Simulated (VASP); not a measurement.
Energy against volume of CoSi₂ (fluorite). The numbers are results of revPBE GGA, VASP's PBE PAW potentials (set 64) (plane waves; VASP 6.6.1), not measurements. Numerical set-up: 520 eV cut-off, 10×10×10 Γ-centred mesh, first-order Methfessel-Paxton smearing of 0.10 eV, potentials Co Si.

```json
[
 {"V (Å³/atom)": "12.566", "E (eV/atom)": "-6.11686"},
 {"V (Å³/atom)": "12.955", "E (eV/atom)": "-6.12364"},
 {"V (Å³/atom)": "13.344", "E (eV/atom)": "-6.11773"},
 {"V (Å³/atom)": "13.732", "E (eV/atom)": "-6.10110"}
]
```

Problem. Fit these four points and predict the energy of the run at 12.178 Å³/atom.

Solution. A cubic in V^(−2/3), the third-order Birch-Murnaghan form, passes through the four points with V0 = 12.96 Å³/atom and B0 = 174 GPa, and gives -6.0952 eV/atom there. The run gave -6.0951 eV/atom, +0.1 meV/atom from the fit; all five points give B0 = 174 GPa.

The compound is CoSi2 in the fluorite structure. It was relaxed first. The run is not spin-polarised, so no magnetic state was tried.
